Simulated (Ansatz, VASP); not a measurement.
# ZrSe2: VASP beside Ansatz

Wanted: the spread between two codes on one cell, functional and k mesh. The structure shown is the start of the Ansatz relaxation below; VASP solves that cell, so the two are compared at the walk's first step.

Calculated with Ansatz 0.2.0; plane waves, with VASP 6.6.1 beside it; single point at LDA.

## Step 1: Set-up

The cell holds 9 atoms: 3 Zr and 6 Se. Cell: a = 3.790 Å, b = 3.790 Å, c = 58.600 Å, α = 90.0°, β = 90.0°, γ = 120.0°. Vacuum lies along c.

## Step 2: Ansatz: relaxation, LDA

Ansatz runs on its default PAW (the set named soft_2) files.

The two programs are compared at the cell with which this relaxation starts, whose forces are those of its first step.

Input file input.yaml:

```yaml
crystal:
  lattice:
    - [3.79, 0.0, 0.0]
    - [-1.895, 3.2822362803, 0.0]
    - [0.0, 0.0, 58.6]
  atoms:
    - { symbol: Zr, position: [0.0, 0.0, 0.3931740614] }
    - { symbol: Se, position: [0.3333333333, 0.6666666667, 0.4201365188] }
    - { symbol: Se, position: [0.6666666667, 0.3333333333, 0.3662116041] }
    - { symbol: Zr, position: [0.0, 0.0, 0.5] }
    - { symbol: Se, position: [0.3333333333, 0.6666666667, 0.5269624573] }
    - { symbol: Se, position: [0.6666666667, 0.3333333333, 0.4730375427] }
    - { symbol: Zr, position: [0.0, 0.0, 0.6068259386] }
    - { symbol: Se, position: [0.3333333333, 0.6666666667, 0.6337883959] }
    - { symbol: Se, position: [0.6666666667, 0.3333333333, 0.5798634812] }
  periodic: [true, true, false]
kpoints:
  mp_grid: { grid: [6, 6, 1] }
hamiltonian:
  xc: lda
scf:
  occupations: { method: fermi_dirac, width: 0.02 }
relax:
  f_tol: 0.01
  max_steps: 100
  cell: {}
```

On the command line:

```console
ansatz run input.yaml --threads 4 --pin off --max-ram 17510MiB --backend cpu --events-out ev --progress --plain --runs-dir out
```

Numbers of over 12 decimals in the logs are rounded to 6 here.

The log of the run:

```text
Engine: ansatz 0.2.0, aarch64-unknown-linux-gnu
Pseudopotentials: kind: paw
Pseudopotential: Zr, paw, valence charge 12, recommended cutoff 420 eV (normal), Zr.paw.azcp
Pseudopotential: Se, paw, valence charge 16, recommended cutoff 420 eV (normal), Se.paw.azcp
Functional definition: SPW92
  exchange = slater_x
  correlation = pw_c
Crystal: 9 atoms, lattice volume = 728.965 Å³
Basis set: ecut = 420 eV, 14247 PW (Γ)
Bands: 80, of which v1, the nominal top of the filled ones, is band 66 counted from 1 (65 counted from 0)
Symmetry: 12 space group operations
Space group: P-3m1 (ITA 164), of the structure as read, at distance tolerance 9.0e-5 Å
k-points: 7 of 36
Non-local potential: Zr, projectors of the file, l = 0: 3, l = 1: 2, l = 2: 2, l = 3: 2
Non-local potential: Se, projectors of the file, l = 0: 2, l = 1: 2, l = 2: 3, l = 3: 1
PAW form: soft (Blöchl's): semilocal exchange-correlation on the pseudo side does not see the compensation charge
PAW frozen core: Zr, regenerated for the run's functional, and the local potential with it (the file was generated under x = pbe(κ = 0.804, μ = 0.219515), c = pbe(β = 0.066725))
PAW frozen core: Se, regenerated for the run's functional, and the local potential with it (the file was generated under x = pbe(κ = 0.804, μ = 0.219515), c = pbe(β = 0.066725))
PAW one-centre angular grid: Zr, 590 points (default); XC on 64 Gauss nodes
PAW one-centre angular grid: Se, 590 points (default); XC on 64 Gauss nodes
Initial density: superposition of atomic densities (neutral atoms: chi_scale 0, normalization atom), corrected by the library's trained network
Initial wavefunctions: pseudopotential atomic-orbital guess
Functional: x = slater, c = lda
SCF iter   1: F=—  HF=-44543.673359 eV  |F-HF|=—  |Δ(HF+E_count)|=         —  Δρ=2.61e-3  dr2=2.91e-2  ethr=1.77e-3  ⟨swp⟩=10.4  Hψ=2554  notcnv=0  defer=2
preconditioner: auto → Resta (q_TF=auto, 2.052 Å⁻¹)  ε∞=2.6  [insulator: Δε(μ)=0.299 eV  Ē_g=7.625 eV  σ=0.020 eV  W_gap=1.00  n_scr=116 (ndim 8)  ℏωp=9.5 eV  f_vac=0.676  D(μ)=0.01/eV (n_scr^D=0)  ε∞_Penn≈2.6  vacuum switching on, ρ_ref=4.2e-3 e/Å³]
SCF iter   2: F=—  HF=-44543.656948 eV  |F-HF|=—  |Δ(HF+E_count)|=   1.64e-2  Δρ=1.41e-3  dr2=2.20e-2  ethr=2.20e-5  ⟨swp⟩=3.7  Hψ=1523  notcnv=0  defer=35
SCF iter   3: F=—  HF=-44543.657355 eV  |F-HF|=—  |Δ(HF+E_count)|=   4.07e-4  Δρ=8.61e-4  dr2=2.55e-2  ethr=1.66e-5  ⟨swp⟩=2.3  Hψ=759  notcnv=0  defer=35
SCF iter   4: F=—  HF=-44543.655454 eV  |F-HF|=—  |Δ(HF+E_count)|=   1.90e-3  Δρ=2.15e-4  dr2=7.51e-4  ethr=1.66e-5  ⟨swp⟩=2.7  Hψ=755  notcnv=0  defer=35
SCF iter   5: F=—  HF=-44543.655350 eV  |F-HF|=—  |Δ(HF+E_count)|=   1.04e-4  Δρ=8.89e-5  dr2=9.92e-5  ethr=5.69e-7  ⟨swp⟩=3.3  Hψ=831  notcnv=0  defer=35
SCF iter   6: F=—  HF=-44543.655286 eV  |F-HF|=—  |Δ(HF+E_count)|=   6.41e-5  Δρ=3.38e-5  dr2=1.14e-5  ethr=7.51e-8  ⟨swp⟩=2.7  Hψ=747  notcnv=0  defer=35
SCF iter   7: F=—  HF=-44543.655290 eV  |F-HF|=—  |Δ(HF+E_count)|=   3.81e-6  Δρ=8.75e-6  dr2=9.85e-7  ethr=8.67e-9  ⟨swp⟩=3.6  Hψ=1164  notcnv=0  defer=35
SCF iter   8: F=—  HF=-44543.655291 eV  |F-HF|=—  |Δ(HF+E_count)|=   8.13e-7  Δρ=6.14e-6  dr2=9.77e-7  ethr=7.46e-10  ⟨swp⟩=2.9  Hψ=1091  notcnv=0  defer=35
SCF iter   9: F=-44543.655291 eV  HF=-44543.655291 eV  |F-HF|=1.01e-7  |Δ(HF+E_count)|=   1.45e-7  Δρ=2.37e-6  dr2=7.83e-8  ethr=7.58e-11  ⟨swp⟩=5.0  Hψ=2553  notcnv=0
SCF 1 converged in 9 iterations: F = -44543.655291 eV  dr2 = 7.83e-8
  greatest PAW one-centre occupation: 1.000 electrons in one spin orbital (limit 2), on the Se atom at site 7 (counted from 0), in its partial waves of l = 2
relax step   1: F+E_penalty+E_count = -44543.65529054 eV  Δ(F+E_penalty+E_count) = +0.000e0 eV  max|allowed force component| = 4.959e-1 eV/Å  Δτ_max = 0.0000 Å  P = -8.016 N/m  Ω = 728.965 Å³  fix = [c, alpha, beta]  reactions: c +0.000 N/m  (9 SCF iters, dr2 threshold 1.00e-7 eV, accepted)
[...]
relax step   5: F+E_penalty+E_count = -44543.84729925 eV  Δ(F+E_penalty+E_count) = -1.255e-2 eV  max|allowed force component| = 3.751e-2 eV/Å  Δτ_max = 0.1431 Å  P = -0.001 N/m  Ω = 697.237 Å³  energy of the carried Pulay correction = +1.815e-3 eV  fix = [c, alpha, beta]  reactions: c -0.000 N/m  (8 SCF iters, dr2 threshold 2.50e-7 eV, accepted)
[...]
relax step   6: F+E_penalty+E_count = -44543.84760894 eV  Δ(F+E_penalty+E_count) = -3.097e-4 eV  max|allowed force component| = 3.559e-3 eV/Å  Δτ_max = 0.0140 Å  P = -0.022 N/m  Ω = 698.651 Å³  energy of the carried Pulay correction = +1.732e-3 eV  fix = [c, alpha, beta]  reactions: c -0.000 N/m  (6 SCF iters, dr2 threshold 8.79e-8 eV, accepted)
[...]
relax step   7: F+E_penalty+E_count = -44543.84598538 eV  Δ(F+E_penalty+E_count) = +1.624e-3 eV  max|allowed force component| = 3.614e-3 eV/Å  Δτ_max = 0.0000 Å  P = -0.029 N/m  Ω = 698.651 Å³  fix = [c, alpha, beta]  reactions: c -0.000 N/m  stress off target by 2.86e-2 N/m on what of the cell is left free  SCF on the basis re-selected at this cell (its energy is not comparable with the rows above)  (9 SCF iters)
basis re-selected at this cell: Δ(F+E_penalty+E_count) = +1.624e-3 eV, ΔP = -0.006 N/m vs the last step (what re-selecting the basis moved, of the pressure what is left beyond the Pulay correction that the steps carried, after the strain that the cell walked since its last selection, with what the two solves' SCF thresholds leave and, on support functions, any second-order correction that the steps lacked; it is no measure of the basis error at this ecutwfc). The dense FFT grid was sized anew with the basis: this SCF ran on 25×25×400 points, the steps before it on 27×27×400, so part of this shift can come from that change (see relax.cell in the input reference). [rest of the remark cut]
SCF converged after 9 iterations
Free energy (F): -44543.845985 eV
Harris-Foulkes:  -44543.845985 eV  (|F-HF|=2.33e-10)
Internal energy: -44543.844798 eV  (E = F + TS)
E sigma→0 (E₀):  -44543.845391 eV
Entropy (-TS):   -0.001188 eV (-0.132 meV/atom)
Fermi energy:    -5.572645 eV
--- Per-component energies (eV) ---
  E_band       = -4609.059650
  E_kinetic    = 1722.571530
  E_local      = -1182398.959092  (includes V_loc(G=0)·N_el)
  E_nonlocal   = -3290.078492
  E_hartree    = 589745.225905
  E_xc         = -1108.501394
  E_vxc        = -1169.803432  (∫ρ·V_xc dr)
  E_paw        = -19505.398703  (= ΣΔE_a)
  E_vpaw       = 1036.761759  (= ΣTr[D̂ρ^β])
  E_aug_tail   = -0.003561  (compensation charges beyond the density's cutoff)
  E_ewald      = 570276.883633
  E_core_change = 14.415376  (= ΣΔE_core)
  E_smearing   = -0.001188  (= −TS)
  E_closure    = -0.000000  (closes the sum)
  Σ components = -44543.845985   (vs F -44543.845985, Δ=0.00e0)
--- Forces (eV/Å), atoms counted from 1 ---
  atom   1  Zr     0.00000000    -0.00000000    -0.00181918
  atom   2  Se     0.00000000    -0.00000000     0.00361410
  atom   3  Se    -0.00000000     0.00000000    -0.00013334
  atom   4  Zr    -0.00000000     0.00000000     0.00000000
  atom   5  Se     0.00000000    -0.00000000     0.00182800
  atom   6  Se     0.00000000     0.00000000    -0.00182800
  atom   7  Zr     0.00000000     0.00000000     0.00181918
  atom   8  Se    -0.00000000    -0.00000000     0.00013334
  atom   9  Se     0.00000000     0.00000000    -0.00361410
  max |Σ_I F_I| component: 9.25e-18 eV/Å
--- 2D stress c σ (N/m, compression-positive) ---
       -0.028573       0.000000      -0.000000
        0.000000      -0.028573      -0.000000
       -0.000000      -0.000000      -0.000000
  P = ½ c Tr σ = -0.0286 N/m
--- Relaxed structure (6 steps of the walk, 5 accepted, 1 SCFs on fresh bases) ---
  F+E_penalty+E_count = -44543.84598538 eV   max|allowed force component| = 3.614e-3 eV/Å   (the final SCF, on the basis selected at the relaxed cell)
  cell:  # Å, volume = 698.6513 Å³
    - [3.710360, 0.0, 0]
    - [-1.855180, 3.213266, 0]
    - [0, 0, 58.6]
  atoms:
    - { symbol: Zr, position: [0, 0, 0.398457] }
    - { symbol: Se, position: [0.333333, 0.666667, 0.425303] }
    - { symbol: Se, position: [0.666667, 0.333333, 0.371732] }
    - { symbol: Zr, position: [0, 0, 0.500000] }
    - { symbol: Se, position: [0.333333, 0.666667, 0.526849] }
    - { symbol: Se, position: [0.666667, 0.333333, 0.473151] }
    - { symbol: Zr, position: [0, 0, 0.601543] }
    - { symbol: Se, position: [0.333333, 0.666667, 0.628268] }
    - { symbol: Se, position: [0.666667, 0.333333, 0.574697] }
```

## Step 3: VASP: single point, LDA, start cell

The same cell, functional (in two slightly different forms), mesh and smearing now go to VASP, with its own data sets.

Lines of VASP's logs that name or quote its potential files are left out, and so is its time.

Input file INCAR:

```
SYSTEM = ZrSe2
PREC = Accurate
ENCUT = 400
EDIFF = 1E-06
NELM = 120
ISMEAR = -1
SIGMA = 0.02
LREAL = .FALSE.
ALGO = Normal
GGA = CA
NBANDS = 45
LASPH = .TRUE.
LORBIT = 11
LWAVE = .FALSE.
LCHARG = .FALSE.
ISIF = 2
LDIPOL = .TRUE.
IDIPOL = 3
DIPOL = 0.5 0.5 0.5
LVHAR = .TRUE.
GGA_COMPAT = .FALSE.
EFERMI = MIDGAP
NELMDL = -8
KPAR = 2
```

Input file POSCAR:

```
ZrSe2
1.0
    3.7900000000      0.0000000000      0.0000000000
   -1.8950000000      3.2822360000      0.0000000000
    0.0000000000      0.0000000000     58.6000000000
Zr Se
3 6
Direct
    0.0000000000      0.0000000000      0.3931740614
    0.0000000000      0.0000000000      0.5000000000
    0.0000000000      0.0000000000      0.6068259386
    0.3333334349      0.6666668698      0.4201365188
    0.6666667174      0.3333334349      0.3662116041
    0.3333334349      0.6666668698      0.5269624573
    0.6666667174      0.3333334349      0.4730375427
    0.3333334349      0.6666668698      0.6337883959
    0.6666667174      0.3333334349      0.5798634812
```

Input file KPOINTS:

```
Automatic mesh
0
Gamma
6 6 1
0 0 0
```

Potentials, in the order of the species: Zr_sv and Se (LDA family, release 64).

On the command line:

```console
mpirun -np 2 vasp_std
```

The log of the run:

```text
[banner, memory and clock lines left out]
running    2 mpi-ranks, on    1 nodes
 distrk:  each k-point on    1 cores,    2 groups
 distr:  one band on    1 cores,    1 groups

 POSCAR found type information on POSCAR ZrSe
 POSCAR found :  2 types and       9 ions
 LDA part: xc-table for (Slater(with rela. corr.)+CA(PZ))
 , standard interpolation
|                                                                             |
|           W    W    AA    RRRRR   N    N  II  N    N   GGGG   !!!           |
|           W    W   A  A   R    R  NN   N  II  NN   N  G    G  !!!           |
|           W    W  A    A  R    R  N N  N  II  N N  N  G       !!!           |
|           W WW W  AAAAAA  RRRRR   N  N N  II  N  N N  G  GGG   !            |
|           WW  WW  A    A  R   R   N   NN  II  N   NN  G    G                |
|           W    W  A    A  R    R  N    N  II  N    N   GGGG   !!!           |
|                                                                             |
|     One of the lattice vectors is very long (>50 A), but AMIN is rather     |
|     large. This can spoil convergence since charge sloshing might occur     |
|     along the long lattice vector. If problems with convergence are         |
|     observed, try to decrease AMIN to a smaller value (e.g. 0.01).          |
|     Note: This warning only applies if the self-consistency cycle is        |
|     used.                                                                   |
|                                                                             |

 POSCAR, INCAR and KPOINTS ok, starting setup
 FFT: planning ... GRIDC
 FFT: planning ... GRID_SOFT
 FFT: planning ... GRID
 WAVECAR not read
 entering main loop
       N       E                     dE             d eps       ncg     rms          rms(c)
DAV:   1     0.556569446504E+03    0.55657E+03   -0.27093E+04   814   0.101E+03
DAV:   2     0.383807318333E+01   -0.55273E+03   -0.54299E+03   842   0.269E+02
DAV:   3    -0.649711229805E+02   -0.68809E+02   -0.68418E+02   839   0.837E+01
DAV:   4    -0.696005097338E+02   -0.46294E+01   -0.46131E+01  1084   0.210E+01
DAV:   5    -0.697264779813E+02   -0.12597E+00   -0.12591E+00   911   0.295E+00
DAV:   6    -0.697296199152E+02   -0.31419E-02   -0.31414E-02   956   0.445E-01
DAV:   7    -0.697297334469E+02   -0.11353E-03   -0.11353E-03   943   0.775E-02
DAV:   8    -0.697297363597E+02   -0.29129E-05   -0.29127E-05   876   0.139E-02    0.226E+01
DAV:   9    -0.647941862506E+02    0.49356E+01   -0.19437E+01   689   0.154E+01    0.940E+00
DAV:  10    -0.645404991143E+02    0.25369E+00   -0.21967E+00   803   0.510E+00    0.307E+00
DAV:  11    -0.645441239730E+02   -0.36249E-02   -0.34176E-01   842   0.172E+00    0.122E+00
DAV:  12    -0.645402725792E+02    0.38514E-02   -0.21529E-02   840   0.751E-01    0.400E-01
DAV:  13    -0.645397233108E+02    0.54927E-03   -0.27242E-03   863   0.258E-01    0.104E-01
DAV:  14    -0.645397860559E+02   -0.62745E-04   -0.44773E-04   765   0.904E-02    0.345E-02
[...]
DAV:  20    -0.645406038883E+02   -0.60300E-04   -0.17822E-06   469   0.316E-03    0.257E-03
DAV:  21    -0.645406644001E+02   -0.60512E-04   -0.23900E-06   501   0.330E-03    0.156E-03
DAV:  22    -0.645406791960E+02   -0.14796E-04   -0.27892E-07   379   0.143E-03    0.871E-04
DAV:  23    -0.645407059102E+02   -0.26714E-04   -0.73394E-07   403   0.181E-03    0.989E-04
DAV:  24    -0.645407127197E+02   -0.68095E-05   -0.17699E-07   371   0.102E-03    0.368E-04
DAV:  25    -0.645407180689E+02   -0.53491E-05   -0.10506E-07   348   0.761E-04    0.342E-04
DAV:  26    -0.645407210232E+02   -0.29543E-05   -0.59410E-08   330   0.559E-04    0.187E-04
DAV:  27    -0.645407220008E+02   -0.97766E-06   -0.19540E-08   315   0.340E-04
   1 F= -.64540722E+02 E0= -.64540703E+02  d E =-.375030E-04
```

(Part 1 of 2 ends here.)

[Lines on the potential files, build, host, timing and source positions are cut from VASP's logs without a mark.]

[Logs are printed without paths, hosts, clocks, repeated set-up lines and the standing remarks that a program may print on its own settings, such as how far it seeks lower states.]

[Hosts, paths, dates, database ids (printed as entryN), source tags and the programs' standing remarks are cut or masked in the printed files.]
